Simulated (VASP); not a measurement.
InAs (zinc blende) relaxed at rising pressure, in one space group throughout; other phases were not tried. The pressures are those reached. All values below come from LDA (Ceperley-Alder, Perdew-Zunger), VASP's LDA PAW potentials (set 64) (plane waves; VASP).

```json
[
 {"P (GPa)": "-0.03", "V (Å³/atom)": "27.434", "k-mesh": "11×11×11"},
 {"P (GPa)": "4.94", "V (Å³/atom)": "25.573", "k-mesh": "11×11×11"},
 {"P (GPa)": "9.90", "V (Å³/atom)": "24.241", "k-mesh": "8×8×8"},
 {"P (GPa)": "19.86", "V (Å³/atom)": "22.351", "k-mesh": "8×8×8"},
 {"P (GPa)": "29.90", "V (Å³/atom)": "21.005", "k-mesh": "8×8×8"}
]
```

A change of mesh leaves a small step in the series.

**Question.** Fit an equation of state and predict the volume at 45.01 GPa.

**Answer.** Least squares on the third-order Birch-Murnaghan form, P = (3B0/2)(y⁷ − y⁵)[1 + (3/4)(B′ − 4)(y² − 1)] with y = (V0/V)^(1/3), gives V0 = 27.417 Å³/atom, B0 = 61 GPa and B′ = 4.6, and so 19.542 Å³/atom. The run gave 19.528 Å³/atom, -0.1 % from the fit.

Pressures at which the relaxation failed are left out.

The compound is InAs in the zinc blende structure.
